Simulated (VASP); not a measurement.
# GW on CaO (Lime), part 2 of 5

Aim: the quasiparticle gap of CaO (Lime), and what it costs to get it. The cell is of the rock-salt type, one of the forms listed for this formula. The start is a cell from a database of measured crystal structures.

VASP 6.6.1, plane waves and PAW; the level of theory is named at each step.

So far, gap on the k-mesh (eV): step 3 (empty bands, functional PBE) 3.65.

### 4. evGW0

This step: evGW0 on PBE; plane waves and PAW (Ca_sv_GW, O_GW) (VASP 6.6.1).

The lowest NBANDSGW levels in G are updated for four passes while W stays fixed, so the result depends less on the starting levels.

Contents of INCAR:

```
SYSTEM = CaO
PREC = Accurate
ENCUT = 440
ISMEAR = 0
SIGMA = 0.01
LREAL = .FALSE.
GGA = PE
NBANDS = 184
ALGO = EVGW0
NELMGW = 4
ENCUTGW = 200
NOMEGA = 64
PRECFOCK = Fast
NBANDSGW = 16
LWAVE = .FALSE.
LCHARG = .FALSE.
```

Contents of POSCAR:

```
CaO
1.0
    0.0000000000      2.4065000000      2.4065000000
    2.4065000000      0.0000000000      2.4065000000
    2.4065000000      2.4065000000      0.0000000000
Ca O
1 1
Direct
    0.0000000000      0.0000000000      0.0000000000
    0.5000000000      0.5000000000      0.5000000000
```

Contents of KPOINTS:

```
Automatic mesh
0
Gamma
4 4 4
0 0 0
```

PAW data sets: Ca_sv_GW and O_GW (PBE family, release 64).

On the command line:

```
> mpirun -np 8 vasp_std
```

The program printed:

```text
[banner, memory and clock lines left out]
running    8 mpi-ranks, on    1 nodes
 distrk:  each k-point on    8 cores,    1 groups
 distr:  one band on    1 cores,    8 groups

 POSCAR found type information on POSCAR CaO
 POSCAR found :  2 types and       2 ions
 [... a notice as in an earlier step ...]

|                                                                             |
|           W    W    AA    RRRRR   N    N  II  N    N   GGGG   !!!           |
|           W    W   A  A   R    R  NN   N  II  NN   N  G    G  !!!           |
|           W    W  A    A  R    R  N N  N  II  N N  N  G       !!!           |
|           W WW W  AAAAAA  RRRRR   N  N N  II  N  N N  G  GGG   !            |
|           WW  WW  A    A  R   R   N   NN  II  N   NN  G    G                |
|           W    W  A    A  R    R  N    N  II  N    N   GGGG   !!!           |
|                                                                             |
|     The default for ENCUTGWSOFT is different in this version of VASP.       |
|     please manually set ENCUTGWSOFT =200 in the INCAR file.                 |
|                                                                             |

 LDA part: xc-table for (Slater+PW92), standard interpolation
 found WAVECAR, reading the header
 POSCAR, INCAR and KPOINTS ok, starting setup
 FFT: planning ... GRIDC
 FFT: planning ... GRID_SOFT
 FFT: planning ... GRID
 reading WAVECAR
 the WAVECAR file was read successfully
 initial charge from wavefunction
 available memory per node:    139.16 GB, setting MAXMEM to    142502

 The Fermi energy was updated, please check that it is located mid-gap
 values below the HOMO (VB) or above the LUMO (CB) will cause erroneous energies
 E-fermi :   6.4197

 calculate exact exchange contribution
 the WAVEDER file was read successfully
energies w=
    0.000    0.000    0.980    0.000    1.957    0.000    2.930    0.000
    3.897    0.000    4.856    0.000    5.805    0.000    6.743    0.000
    7.669    0.000    8.583    0.000    9.485    0.000   10.374    0.000
   11.251    0.000   12.116    0.000   12.971    0.000   13.815    0.000
   14.651    0.000   15.479    0.000   16.300    0.000   17.117    0.000
   17.931    0.000   18.743    0.000   19.555    0.000   20.370    0.000
   21.188    0.000   22.013    0.000   22.846    0.000   23.690    0.000
   24.547    0.000   25.420    0.000   26.312    0.000   27.226    0.000
   28.166    0.000   29.135    0.000   30.139    0.000   31.181    0.000
   32.267    0.000   33.404    0.000   34.598    0.000   35.858    0.000
   37.192    0.000   38.611    0.000   40.130    0.000   41.760    0.000
   43.522    0.000   45.435    0.000   47.524    0.000   49.822    0.000
   52.365    0.000   55.201    0.000   58.389    0.000   62.004    0.000
   66.145    0.000   70.940    0.000   76.563    0.000   83.252    0.000
   91.343    0.000  101.330    0.000  113.963    0.000  130.438    0.000
  152.801    0.000  184.843    0.000  234.487    0.000  321.521    0.000
 responsefunction array rank=     192
 LDA part: xc-table for (Slater+PW92), standard interpolation

 min. memory requirement per mpi rank    115.7 MB, per node    925.4 MB

 allocating   8 responsefunctions rank=   192
 shmem allocating  64 responsefunctions rank=   192
 response function shared by NCSHMEM nodes    1
 Doing            8  frequencies on each core in blocks of           64
NQ=   1    0.0000    0.0000    0.0000,
|.........|.........|.........|.........|.........|.........|.........|.........
 performed        227000 updates of chi_q(r,r)
 total number of BLAS operations         51.94 Gflops
NQ=   2    0.2500    0.0000    0.0000,
|.........|.........|.........|.........|.........|.........|.........|.........
 performed        666000 updates of chi_q(r,r)
 total number of BLAS operations        162.04 Gflops
NQ=   3    0.5000    0.0000    0.0000,
|.........|.........|.........|.........|.........|.........|.........|.........
 performed        999000 updates of chi_q(r,r)
 total number of BLAS operations        248.44 Gflops
NQ=   4    0.2500    0.2500    0.0000,
|.........|.........|.........|.........|.........|.........|.........|.........
 performed       1397000 updates of chi_q(r,r)
 total number of BLAS operations        349.34 Gflops
NQ=   5    0.5000    0.2500    0.0000,
|.........|.........|.........|.........|.........|.........|.........|.........
 performed       1930000 updates of chi_q(r,r)
 total number of BLAS operations        493.84 Gflops
NQ=   6   -0.2500    0.2500    0.0000,
|.........|.........|.........|.........|.........|.........|.........|.........
 performed       2404000 updates of chi_q(r,r)
 total number of BLAS operations        616.86 Gflops
NQ=   7    0.5000    0.5000    0.0000,
|.........|.........|.........|.........|.........|.........|.........|.........
 performed       2713000 updates of chi_q(r,r)
 total number of BLAS operations        706.32 Gflops
NQ=   8   -0.2500    0.5000    0.2500,
|.........|.........|.........|.........|.........|.........|.........|.........
 performed       3116000 updates of chi_q(r,r)
 total number of BLAS operations        806.43 Gflops
 resolving degeneracies of screened two electron integrals

 calculate QP shifts <psi_nk| G(iteration)W_0 |psi_nk>: iteration 1
 allocating   8 responsefunctions rank=   192
 shmem allocating  64 responsefunctions rank=   192
 response function shared by NCSHMEM nodes    1
 Doing            8  frequencies on each core in blocks of           64
NQ=   1    0.0000    0.0000    0.0000,
|.........|.........|.........|.........|.........|.........|.........|.........
 performed        227000 updates of chi_q(r,r)
 total number of BLAS operations         51.94 Gflops
NQ=   2    0.2500    0.0000    0.0000,
|.........|.........|.........|.........|.........|.........|.........|.........
 performed        666000 updates of chi_q(r,r)
 total number of BLAS operations        162.04 Gflops
NQ=   3    0.5000    0.0000    0.0000,
|.........|.........|.........|.........|.........|.........|.........|.........
 performed        999000 updates of chi_q(r,r)
 total number of BLAS operations        248.44 Gflops
NQ=   4    0.2500    0.2500    0.0000,
|.........|.........|.........|.........|.........|.........|.........|.........
 performed       1397000 updates of chi_q(r,r)
 total number of BLAS operations        349.34 Gflops
NQ=   5    0.5000    0.2500    0.0000,
|.........|.........|.........|.........|.........|.........|.........|.........
 performed       1930000 updates of chi_q(r,r)
 total number of BLAS operations        493.84 Gflops
NQ=   6   -0.2500    0.2500    0.0000,
|.........|.........|.........|.........|.........|.........|.........|.........
 performed       2404000 updates of chi_q(r,r)
 total number of BLAS operations        616.86 Gflops
NQ=   7    0.5000    0.5000    0.0000,
|.........|.........|.........|.........|.........|.........|.........|.........
 performed       2713000 updates of chi_q(r,r)
 total number of BLAS operations        706.32 Gflops
NQ=   8   -0.2500    0.5000    0.2500,
|.........|.........|.........|.........|.........|.........|.........|.........
 performed       3116000 updates of chi_q(r,r)
 total number of BLAS operations        806.43 Gflops
 resolving degeneracies of screened two electron integrals

 calculate QP shifts <psi_nk| G(iteration)W_0 |psi_nk>: iteration 2
 allocating   8 responsefunctions rank=   192
 shmem allocating  64 responsefunctions rank=   192
 response function shared by NCSHMEM nodes    1
 Doing            8  frequencies on each core in blocks of           64
NQ=   1    0.0000    0.0000    0.0000,
|.........|.........|.........|.........|.........|.........|.........|.........
 performed        227000 updates of chi_q(r,r)
 total number of BLAS operations         51.94 Gflops
NQ=   2    0.2500    0.0000    0.0000,
|.........|.........|.........|.........|.........|.........|.........|.........
 performed        666000 updates of chi_q(r,r)
 total number of BLAS operations        162.04 Gflops
NQ=   3    0.5000    0.0000    0.0000,
|.........|.........|.........|.........|.........|.........|.........|.........
 performed        999000 updates of chi_q(r,r)
 total number of BLAS operations        248.44 Gflops
NQ=   4    0.2500    0.2500    0.0000,
|.........|.........|.........|.........|.........|.........|.........|.........
 performed       1397000 updates of chi_q(r,r)
 total number of BLAS operations        349.34 Gflops
NQ=   5    0.5000    0.2500    0.0000,
|.........|.........|.........|.........|.........|.........|.........|.........
 performed       1930000 updates of chi_q(r,r)
 total number of BLAS operations        493.84 Gflops
NQ=   6   -0.2500    0.2500    0.0000,
|.........|.........|.........|.........|.........|.........|.........|.........
 performed       2404000 updates of chi_q(r,r)
 total number of BLAS operations        616.86 Gflops
NQ=   7    0.5000    0.5000    0.0000,
|.........|.........|.........|.........|.........|.........|.........|.........
 performed       2713000 updates of chi_q(r,r)
 total number of BLAS operations        706.32 Gflops
NQ=   8   -0.2500    0.5000    0.2500,
|.........|.........|.........|.........|.........|.........|.........|.........
 performed       3116000 updates of chi_q(r,r)
 total number of BLAS operations        806.43 Gflops
 resolving degeneracies of screened two electron integrals

 calculate QP shifts <psi_nk| G(iteration)W_0 |psi_nk>: iteration 3
 allocating   8 responsefunctions rank=   192
 shmem allocating  64 responsefunctions rank=   192
 response function shared by NCSHMEM nodes    1
 Doing            8  frequencies on each core in blocks of           64
NQ=   1    0.0000    0.0000    0.0000,
|.........|.........|.........|.........|.........|.........|.........|.........
 performed        227000 updates of chi_q(r,r)
 total number of BLAS operations         51.94 Gflops
NQ=   2    0.2500    0.0000    0.0000,
|.........|.........|.........|.........|.........|.........|.........|.........
 performed        666000 updates of chi_q(r,r)
 total number of BLAS operations        162.04 Gflops
NQ=   3    0.5000    0.0000    0.0000,
|.........|.........|.........|.........|.........|.........|.........|.........
 performed        999000 updates of chi_q(r,r)
 total number of BLAS operations        248.44 Gflops
NQ=   4    0.2500    0.2500    0.0000,
|.........|.........|.........|.........|.........|.........|.........|.........
 performed       1397000 updates of chi_q(r,r)
 total number of BLAS operations        349.34 Gflops
NQ=   5    0.5000    0.2500    0.0000,
|.........|.........|.........|.........|.........|.........|.........|.........
 performed       1930000 updates of chi_q(r,r)
 total number of BLAS operations        493.84 Gflops
NQ=   6   -0.2500    0.2500    0.0000,
|.........|.........|.........|.........|.........|.........|.........|.........
 performed       2404000 updates of chi_q(r,r)
 total number of BLAS operations        616.86 Gflops
NQ=   7    0.5000    0.5000    0.0000,
|.........|.........|.........|.........|.........|.........|.........|.........
 performed       2713000 updates of chi_q(r,r)
 total number of BLAS operations        706.32 Gflops
NQ=   8   -0.2500    0.5000    0.2500,
|.........|.........|.........|.........|.........|.........|.........|.........
 performed       3116000 updates of chi_q(r,r)
 total number of BLAS operations        806.43 Gflops
 resolving degeneracies of screened two electron integrals

 calculate QP shifts <psi_nk| G(iteration)W_0 |psi_nk>: iteration 4
 entering main loop
```

Elapsed: 47 s, on 8 MPI ranks of Intel Xeon Platinum 8559C (Emerald Rapids), shared host; peak memory 1.4 GiB; 6 min of CPU time.

OUTCAR, selected parts (step 4):

```text
The static configuration has the point symmetry O_h .

 Found      8 irreducible k-points:

   k-points           NKPTS =      8   k-points in BZ     NKDIM =     64   number of bands    NBANDS=    184

   NELECT =      16.0000    total number of electrons

 E-fermi :   6.4197

 QP shifts <psi_nk| G(iteration)W_0 |psi_nk>: iteration 1
 for sc-GW calculations column KS-energies equals QP-energies in previous step
 and V_xc(KS)=  KS-energies - (<T + V_ion + V_H > + <T+V_H+V_ion>^1  + <V_x>^1)
 k-point   1 :       0.0000    0.0000    0.0000
  band No.  KS-energies  QP-energies   sigma(KS)   V_xc(KS)     V^pw_x(r,r')   Z            occupation Imag(sigma)
    ...
      5     -10.9170     -12.7465     -22.0215     -19.2065     -30.6791       0.6499       2.0000       0.8315
      6       4.5962       3.5615     -20.5331     -19.1462     -24.4870       0.7461       2.0000       0.1502
      7       4.5962       3.5615     -20.5331     -19.1462     -24.4870       0.7461       2.0000       0.1502
      8       4.5962       3.5615     -20.5331     -19.1462     -24.4870       0.7461       2.0000       0.1502
      9       9.2893       9.8942     -10.0512     -10.7910      -6.1390       0.8175       0.0000      -0.1033
     10      10.8145      12.6847     -11.2757     -13.6182      -6.5519       0.7984       0.0000      -0.1426
     11      10.8145      12.6847     -11.2757     -13.6182      -6.5519       0.7984       0.0000      -0.1426
     12      10.8145      12.6847     -11.2757     -13.6182      -6.5519       0.7984       0.0000      -0.1426
    ...

 k-point   2 :       0.2500    0.0000    0.0000
  band No.  KS-energies  QP-energies   sigma(KS)   V_xc(KS)     V^pw_x(r,r')   Z            occupation Imag(sigma)
    ...
      5     -10.2655     -12.1826     -22.9261     -20.0480     -30.8430       0.6661       2.0000       0.7313
      6       3.0737       1.8645     -18.1746     -16.5426     -21.9682       0.7409       2.0000       0.1749
      7       3.9443       2.8875     -19.6723     -18.2514     -23.5819       0.7437       2.0000       0.1599
      8       3.9443       2.8875     -19.6723     -18.2514     -23.5819       0.7437       2.0000       0.1599
      9      10.8366      12.4159     -11.0912     -13.0694      -6.5402       0.7984       0.0000      -0.1406
     10      11.4207      12.2757     -11.8462     -12.9229      -7.8658       0.7942       0.0000      -0.1212
     11      11.7621      13.8140     -11.9440     -14.5504      -7.0203       0.7873       0.0000      -0.1658
     12      11.7621      13.8140     -11.9440     -14.5504      -7.0203       0.7873       0.0000      -0.1658
    ...

 k-point   3 :       0.5000    0.0000    0.0000
  band No.  KS-energies  QP-energies   sigma(KS)   V_xc(KS)     V^pw_x(r,r')   Z            occupation Imag(sigma)
    ...
      5      -9.7521     -11.7144     -23.5026     -20.6058     -31.0685       0.6774       2.0000       0.6826
      6       1.9801       0.6591     -17.1064     -15.3050     -21.0635       0.7334       2.0000       0.2174
      7       3.4106       2.3322     -19.1410     -17.6735     -23.1025       0.7349       2.0000       0.1739
      8       3.4106       2.3322     -19.1410     -17.6735     -23.1025       0.7349       2.0000       0.1739
      9      11.6303      13.4433     -13.5280     -15.8728      -9.0487       0.7732       0.0000      -0.1588
     10      12.9247      15.2417     -13.0800     -16.1128      -7.8593       0.7640       0.0000      -0.2007
     11      12.9247      15.2417     -13.0800     -16.1128      -7.8593       0.7640       0.0000      -0.2007
     12      13.0424      13.5661      -9.1597      -9.8096      -4.7798       0.8057       0.0000      -0.1552
    ...

 QP shifts <psi_nk| G(iteration)W_0 |psi_nk>: iteration 2
 k-point   1 :       0.0000    0.0000    0.0000
  band No. old QP-enery  QP-energies   sigma(KS)   T+V_ion+V_H  V^pw_x(r,r')   Z            occupation Imag(sigma)
    ...
      5     -12.7465     -13.2981     -21.8949       8.2895     -30.6791       0.6422       2.0000       0.8709
      6       3.5615       3.3382     -20.4797      23.7424     -24.4870       0.7473       2.0000       0.1516
      7       3.5615       3.3382     -20.4797      23.7424     -24.4870       0.7473       2.0000       0.1516
      8       3.5615       3.3382     -20.4797      23.7424     -24.4870       0.7473       2.0000       0.1516
      9       9.8942      10.0123     -10.0428      20.0804      -6.1390       0.8240       0.0000      -0.0996
     10      12.6847      13.0021     -11.3512      24.4326      -6.5519       0.8000       0.0000      -0.1416
     11      12.6847      13.0021     -11.3512      24.4326      -6.5519       0.8000       0.0000      -0.1416
     12      12.6847      13.0021     -11.3512      24.4326      -6.5519       0.8000       0.0000      -0.1416
    ...

 QP shifts <psi_nk| G(iteration)W_0 |psi_nk>: iteration 3
 k-point   1 :       0.0000    0.0000    0.0000
  band No. old QP-enery  QP-energies   sigma(KS)   T+V_ion+V_H  V^pw_x(r,r')   Z            occupation Imag(sigma)
    ...
      5     -13.2981     -13.4517     -21.8260       8.2895     -30.6791       0.6445       2.0000       0.8960
      6       3.3382       3.2888     -20.4703      23.7424     -24.4870       0.7476       2.0000       0.1514
      7       3.3382       3.2888     -20.4703      23.7424     -24.4870       0.7476       2.0000       0.1514
      8       3.3382       3.2888     -20.4703      23.7424     -24.4870       0.7476       2.0000       0.1514
      9      10.0123      10.0318     -10.0445      20.0804      -6.1390       0.8244       0.0000      -0.0995
     10      13.0021      13.0481     -11.3724      24.4326      -6.5519       0.7910       0.0000      -0.1496
     11      13.0021      13.0481     -11.3724      24.4326      -6.5519       0.7910       0.0000      -0.1496
     12      13.0021      13.0481     -11.3724      24.4326      -6.5519       0.7910       0.0000      -0.1496
    ...

 QP shifts <psi_nk| G(iteration)W_0 |psi_nk>: iteration 4
 k-point   1 :       0.0000    0.0000    0.0000
  band No. old QP-enery  QP-energies   sigma(KS)   T+V_ion+V_H  V^pw_x(r,r')   Z            occupation Imag(sigma)
    ...
      5     -13.4517     -13.4922     -21.8039       8.2895     -30.6791       0.6450       2.0000       0.9049
      6       3.2888       3.2775     -20.4687      23.7424     -24.4870       0.7475       2.0000       0.1514
      7       3.2888       3.2775     -20.4687      23.7424     -24.4870       0.7475       2.0000       0.1514
      8       3.2888       3.2775     -20.4687      23.7424     -24.4870       0.7475       2.0000       0.1514
      9      10.0318      10.0346     -10.0451      20.0804      -6.1390       0.8252       0.0000      -0.0996
     10      13.0481      13.0541     -11.3769      24.4326      -6.5519       0.7901       0.0000      -0.1525
     11      13.0481      13.0541     -11.3769      24.4326      -6.5519       0.7901       0.0000      -0.1525
     12      13.0481      13.0541     -11.3769      24.4326      -6.5519       0.7901       0.0000      -0.1525
    ...

[... 7 parts as in an earlier step ...]

[... 26 further parts left out ...]
```

This step gave:

| Item | Value |
| --- | --- |
| quasiparticle gap on the mesh | 6.448 eV |
| smallest direct quasiparticle gap on the mesh | 6.757 eV |
| gap of the starting orbitals on the mesh | 3.647 eV |

QP gap by iteration, by row:

| iteration | gap (eV) | direct gap (eV) |
| --- | --- | --- |
| 1 | 5.913 | 6.333 |
| 2 | 6.347 | 6.674 |
| 3 | 6.431 | 6.743 |
| 4 | 6.448 | 6.757 |

GW takes the gap from 3.647 to 6.448 eV. The last pass still moved it by +17 meV. The value holds for 184 bands, ENCUTGW = 200 eV and this mesh, and isn't shown to be converged in them.

(Continued in part 3 of 5.)

[Lines on the potential files, build, host, timing and source positions are cut from VASP's logs without a mark.]

[Logs are printed without paths, hosts, clocks, repeated set-up lines and the standing remarks that a program may print on its own settings, such as how far it seeks lower states.]

[Hosts, paths, dates, database ids (printed as entryN), source tags and the programs' standing remarks are cut or masked in the printed files.]

[Pressures printed for these runs are not shown converged in the cutoff: they can be off by several GPa and have the wrong sign.]
